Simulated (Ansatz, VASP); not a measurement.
**Cross-check of TaN between VASP and Ansatz**

Aim: how closely do two programs agree when they are given the same cell, functional and k mesh? The cell is taken from a series of runs on this material, whose earlier steps may have relaxed, scaled, displaced or heated it; both programs get it as it stands.

Program: Ansatz 0.2.0. Level of theory: plane waves, with VASP 6.6.1 beside it; zone-centre phonons at PBEsol. Results are calculated unless marked as measured.

### 1. Starting point

Symmetry: Immm, No. 71, orthorhombic system. Conventional cell: a = 3.032 Å, b = 3.142 Å, c = 4.376 Å, α = 90.00°, β = 90.00°, γ = 90.00°. Nearest to N lie 6 Ta at 2.18 to 2.19 Å. Nearest to Ta lie 6 N at 2.18 to 2.19 Å. Farther neighbours and most contacts between anions are not listed.

### 2. Ansatz: zone-centre phonons, PBEsol

Ansatz runs on its PAW soft_1 files.

Second derivatives magnify differences that forces hide, and they need a tight electronic threshold.

The input, input.yaml:

```yaml
crystal:
  lattice:
    - [-0.0391419836, 2.1827878338, 2.188032478]
    - [2.1827878338, -0.0391419836, 2.188032478]
    - [2.1436458502, 2.1436458502, 0.0]
  atoms:
    - { symbol: "N", position: [0.0, 0.0, 0.0] }
    - { symbol: Ta, position: [0.5, 0.5, 0.5] }
kpoints:
  mp_grid: { grid: [16, 16, 16] }
hamiltonian:
  xc: pbesol
  pseudopotentials: { kind: paw, azcp: { folder: soft_1 }, xc_functional: pbe }
scf:
  occupations: { method: methfessel_paxton, width: 0.2 }
output:
  eigenvalues: true
phonons:
  method: dfpt
```

On the command line:

```sh
$ ansatz run input.yaml --threads 4 --pin off --max-ram 10240MiB --backend cpu --events-out ev --progress --plain --runs-dir out
```

Numbers of over 12 decimals in the logs are rounded to 6 here.

The program printed:

```text
zone centre: on kpoints.mp_grid the ground state, and the responses unless they are solved on pairs of k-points, stand on 1098 of the mesh's 4096 k-points, reduced under 4 symmetry operations, with k and −k counted as one. Each operation leaves every solved displacement unchanged or reverses it
Engine: ansatz 0.2.0, aarch64-unknown-linux-gnu
Pseudopotentials: kind: paw
Pseudopotential: N, paw, valence charge 5, recommended cutoff 420 eV (normal), soft_1/N.paw.azcp
Pseudopotential: Ta, paw, valence charge 13, recommended cutoff 420 eV (normal), soft_1/Ta.paw.azcp
Functional definition: PBEsol
  exchange = pbesol_x
  correlation = pbesol_c
Crystal: 2 atoms, lattice volume = 20.843 Å³
Basis set: ecut = 420 eV, 407 PW (Γ), exchange–correlation on 48×48×48 points (8 copies of the dense FFT grid, shifted against one another)
Bands: 13, of which v1, the nominal top of the filled ones, is band 9 counted from 1 (8 counted from 0)
Symmetry: 8 space group operations
k-points: 1098 of 4096 (irreducible under 4 space group operations)
Non-local potential: N, projectors of the file, l = 0: 2, l = 1: 2, l = 2: 1
Non-local potential: Ta, projectors of the file, l = 0: 3, l = 1: 2, l = 2: 2, l = 3: 1
PAW form: soft (Blöchl's): semilocal exchange-correlation on the pseudo side does not see the compensation charge
PAW frozen core: N, regenerated for the run's functional, and the local potential with it (the file was generated under x = pbe(κ = 0.804, μ = 0.219515), c = pbe(β = 0.066725))
PAW frozen core: Ta, regenerated for the run's functional, and the local potential with it (the file was generated under x = pbe(κ = 0.804, μ = 0.219515), c = pbe(β = 0.066725))
PAW one-centre angular grid: N, 110 points (default); XC on 64 Gauss nodes
PAW one-centre angular grid: Ta, 590 points (default); XC on 64 Gauss nodes
Initial density: superposition of atomic densities (chi_scale 0.1, normalization cell, long waves kept (reshape's long-wave potential 0.00 eV rms))
Initial wavefunctions: pseudopotential atomic-orbital guess
Functional: x = pbesol(κ = 0.804, μ = 0.123457), c = pbesol(β = 0.046)
SCF iter   1: F=—  HF=-10188.066409 eV  |F-HF|=—  |Δ(HF+E_count)|=         —  Δρ=4.87e-2  dr2=4.85e-1  ethr=3.10e-3  ⟨swp⟩=5.0  Hψ=152292  notcnv=0
automatic band count: the SCF goes on with 17 bands, as 13 were too few: the levels above may hold too much charge
preconditioner: auto → none  [metal: Δε(μ)=0.013 eV  Ē_g=16.043 eV  σ=0.200 eV  W_gap=0.05  n_scr=8 (ndim 8)  ℏωp=25.7 eV  f_vac=0.000  D(μ)=0.88/eV (n_scr^D=8)  sad-step TF]
SCF iter   2: F=—  HF=-10188.038244 eV  |F-HF|=—  |Δ(HF+E_count)|=   2.82e-2  S|Δr|=    0.00e0  Δρ=3.47e-2  dr2=2.83e-1  ethr=2.70e-3  ⟨swp⟩=1.0  Hψ=27450  notcnv=0  defer=3
SCF iter   3: F=—  HF=-10187.974375 eV  |F-HF|=—  |Δ(HF+E_count)|=   6.39e-2  S|Δr|=    0.00e0  Δρ=3.06e-3  dr2=4.39e-4  ethr=1.57e-3  ⟨swp⟩=2.4  Hψ=24842  notcnv=0  defer=3
SCF iter   4: F=—  HF=-10187.974687 eV  |F-HF|=—  |Δ(HF+E_count)|=   3.12e-4  S|Δr|=    0.00e0  Δρ=5.93e-4  dr2=8.64e-5  ethr=2.44e-6  ⟨swp⟩=2.6  Hψ=33524  notcnv=0  defer=1392
SCF iter   5: F=—  HF=-10187.974671 eV  |F-HF|=—  |Δ(HF+E_count)|=   1.62e-5  S|Δr|=    0.00e0  Δρ=5.61e-5  dr2=5.33e-7  ethr=4.80e-7  ⟨swp⟩=2.2  Hψ=20079  notcnv=0  defer=1392
SCF iter   6: F=—  HF=-10187.974670 eV  |F-HF|=—  |Δ(HF+E_count)|=   2.57e-7  S|Δr|=    0.00e0  Δρ=1.08e-5  dr2=7.51e-9  ethr=2.96e-9  ⟨swp⟩=2.5  Hψ=24990  notcnv=0  defer=1553
SCF iter   7: F=—  HF=-10187.974670 eV  |F-HF|=—  |Δ(HF+E_count)|=   1.52e-9  S|Δr|=    0.00e0  Δρ=1.19e-6  dr2=7.41e-11  ethr=4.17e-11  ⟨swp⟩=2.2  Hψ=26166  notcnv=0  defer=1553
SCF iter   8: F=-10187.974670 eV  HF=-10187.974670 eV  |F-HF|=5.46e-12  |Δ(HF+E_count)|=  4.18e-11  S|Δr|=    0.00e0  Δρ=6.33e-8  dr2=7.53e-13  ethr=1.00e-12  ⟨swp⟩=9.2  Hψ=82630  notcnv=0
SCF 1 converged in 8 iterations: F = -10187.974670 eV  dr2 = 7.53e-13
  greatest PAW one-centre occupation: 0.999 electrons in one spin orbital (limit 2), on the Ta atom at site 1 (counted from 0), in its partial waves of l = 0
DFPT response loops at Γ: preconditioner auto → Kerker (q_TF=auto, 2.662 Å⁻¹) (partly filled bands, converged f_vac=0.000); β = 1.00, the filter's whole step (`scf.mixing.beta` (0.50) is not read by the response loops under this deck's `scf.mixing.preconditioner`; to damp them name `kerker` or `kerker_dos`, under which they read `scf.mixing.beta`, and type it under 1.00, their step now; both keys bind the ground state too); Broyden in place of MSR1
SCF converged after 8 iterations
Stability not checked: this state was not tested for a lower state beside it, because cold or Methfessel-Paxton smearing, or corrected tetrahedra, fill the levels in a way that the test cannot read (fill_not_monotonic; see scf.lower_state_search)
Free energy (F): -10187.974670 eV
Harris-Foulkes:  -10187.974670 eV  (|F-HF|=5.46e-12)
Internal energy: -10187.973045 eV  (E = F + TS)
E sigma→0 (E₀):  -10187.974264 eV
Entropy (-TS):   -0.001625 eV (-0.813 meV/atom)
Fermi energy:    21.864633 eV
Step filling:    the computed levels leave a gap of 0.0002 eV = 0.0 smearing widths at the electron count; against every level under it full and every level over it empty, smearing changes F+E_penalty+E_count by -1.023 meV and its σ→0 estimate by -0.616 meV
--- Per-component energies (eV) ---
  E_band       = -40.986747
  E_kinetic    = 526.035003
  E_local      = -556.883434  (includes V_loc(G=0)·N_el)
  E_nonlocal   = 26.522293
  E_hartree    = 199.777183
  E_xc         = -379.498109
  E_vxc        = -310.868096  (∫ρ·V_xc dr)
  E_paw        = -8304.758918  (= ΣΔE_a)
  E_vpaw       = -125.347778  (= ΣTr[D̂ρ^β])
  E_aug_tail   = 0.000908  (compensation charges beyond the density's cutoff)
  E_ewald      = -1699.409783
  E_core_change = 0.241812  (= ΣΔE_core)
  E_smearing   = -0.001625  (= −TS)
  E_closure    = 0.000000  (closes the sum)
  Σ components = -10187.974670   (vs F -10187.974670, Δ=0.00e0)
--- Band table (eV; the first three rows and the last of 1098) ---
  k-point 0: bands = [... 5 lower, 17.9258, 18.0061, 18.1358, 19.4331, 19.6521, 20.0202, 21.9260, 21.9696, ... 4 higher]
  k-point 1: bands = [... 5 lower, 17.5558, 17.5786, 17.7183, 19.6053, 19.8246, 20.1798, 22.3421, 22.3852, ... 4 higher]
  k-point 2: bands = [... 5 lower, 16.5516, 16.8021, 16.9768, 19.9955, 20.1955, 20.4604, 23.3377, 23.3904, ... 4 higher]
  k-point 1097: bands = [... 5 lower, 15.1994, 16.2585, 17.0819, 17.3889, 24.0758, 25.5838, 25.5910, 26.6660, ... 4 higher]
--- Phonons (Γ-DFPT): 4 representative perturbations + reference, on 1098 of 4096 k-points (Σ response iterations 12) ---
  k mesh reduced under 4 symmetry operations, with k and −k counted as one. Each operation leaves every solved displacement unchanged or reverses it
  ASR residual: 4.833e-5 → 0.000e0 eV/Å²; symmetrization residual: 1.016e-6 eV/Å²
  ASR residual per site (eV/Å²): 3.82e-5 4.83e-5
  Γ frequencies (cm⁻¹): 0.00 0.00 0.00 402.73 413.01 430.84
  non-analytic LO–TO correction: not included (Born effective charges unavailable; polar crystals: no LO–TO splitting at Γ)
```

In the SCF lines HF is the Harris–Foulkes energy and dr2 the Hartree energy of the density residual, in eV; the loop may stop once dr2 is under the threshold and the program's other checks hold. Hψ counts applications of the Hamiltonian.

(Continued in part 2 of 2.)

[Lines on the potential files, build, host, timing and source positions are cut from VASP's logs without a mark.]

[Logs are printed without paths, hosts, clocks, repeated set-up lines and the standing remarks that a program may print on its own settings, such as how far it seeks lower states.]

[Hosts, paths, dates, database ids (printed as entryN), source tags and the programs' standing remarks are cut or masked in the printed files.]
